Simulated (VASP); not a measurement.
Input:

```xyz
6
Lattice="4.2257 0.0000 0.0000 0.0000 4.2257 0.0000 0.0000 0.0000 7.3721" Properties=species:S:1:pos:R:3 pbc="T T T"
Sr     0.0000     2.1129     6.0101
Sr     2.1129     0.0000     1.3620
Br     2.1129     0.0000     4.7819
Br     0.0000     2.1129     2.5902
F      2.1129     2.1129     0.0000
F      0.0000     0.0000     0.0000
```

Computed with r2SCAN meta-GGA, VASP's PBE PAW potentials (set 64) (plane waves; VASP). Run with 520 eV cut-off, 5×5×3 Γ-centred mesh, Gaussian smearing of 0.050 eV, potentials Sr_sv Br F.

Problem. Predict the energy per atom (σ→0), band gap (on the k-mesh) with the smallest direct gap where there is one.

Solution. 
```json
{
  "band gap (on the k-mesh)": "5.82 eV",
  "smallest direct gap (on the k-mesh)": "5.82 eV",
  "energy per atom (σ→0)": "-1338.9 kJ/mol of atoms"
}
```

The absolute energy has meaning only against runs of the same code, potentials and settings.

The structure comes from a computed database's SrBrF entry (P4/nmm); how it stands against other phases isn't given here. It was relaxed first. The start is the result of an earlier pass.
